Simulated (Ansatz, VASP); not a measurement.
# AlSn: VASP beside Ansatz

INCAR

```
SYSTEM = AlSn
ALGO     = Normal         ! electronic algorithm
EDIFF    = 1E-7           ! SCF threshold, eV
ENCUT    = 520            ! plane-wave cutoff, eV
GGA      = PS             ! functional
ISIF     = 2              ! what is computed and relaxed
ISMEAR   = -1             ! smearing method
LASPH    = .True.         ! aspherical terms in the spheres
LCHARG   = .False.        ! write CHGCAR
LREAL    = .False.        ! projectors in reciprocal space
LWAVE    = .False.        ! write WAVECAR
NBANDS   = 16             ! bands
NELM     = 80             ! most SCF steps
PREC     = Accurate       ! precision mode
SIGMA    = 0.05           ! smearing width, eV
```

File KPOINTS:

```
k-points
0
Gamma
  7 7 8
  0 0 0
```

Contents of POSCAR:

```
AlSn
1.0
    4.1699295613      0.0000000000      0.0000000000
   -2.0849647806      3.6112649320      0.0000000000
    0.0000000000      0.0000000000      3.2846527272
Sn Al
1 1
Direct
    0.3333333333      0.6666666667      0.5000000000
    0.0000000000      0.0000000000      0.0000000000
```

The input input.yaml:

```yaml
crystal:
  lattice:
    - [4.1699295613, 0.0, 0.0]
    - [-2.0849647806, 3.611264932, 0.0]
    - [0.0, 0.0, 3.2846527272]
  atoms:
    - { symbol: Sn, position: [0.3333333333, 0.6666666667, 0.5] }
    - { symbol: Al, position: [0.0, 0.0, 0.0] }
hamiltonian:
  xc: pbesol
  pseudopotentials: { kind: paw }
kpoints:
  mp_grid: { grid: [7, 7, 8] }
scf:
  occupations: { method: fermi_dirac, width: 0.05 }
output:
  forces: true
  stress: true
  eigenvalues: true
```

Change from the starting cell: volume scaled by 0.98.

Alike in both runs: task single point; functional PBEsol; k mesh 7 × 7 × 8; occupations fermi-dirac, width 0.05 eV; no spin polarisation.

|  | VASP | Ansatz |
| --- | --- | --- |
| version | VASP 6.6.1 | Ansatz 0.2.0 |
| potentials or method | VASP PAW PBE potentials, release 64 (Sn_d, Al) | Ansatz PAW |
| plane-wave cutoff (eV) | 520 | 420 |
| valence electrons in the cell | 17 | 17 |

|  | VASP | Ansatz | Ansatz less VASP |
| --- | --- | --- | --- |
| gap on the k mesh at the Fermi level (eV) | none | none | - |
| pressure (GPa) | -0.8 | -0.8 | +0.03 |
| largest component of the traceless stress (GPa) | 0.32 | 0.32 | 0.000 |

A gap of «none» marks a metal or a gap that the smearing closes. The functional is the same, so the differences come from potentials, cutoffs and numerics.

Caveats: the PAW data sets were made with another functional, which shifts forces and pressure a little (VASP); the PAW data sets come from PBE, with cores solved anew for the run's functional, which leaves a small shift of forces and pressure (Ansatz).
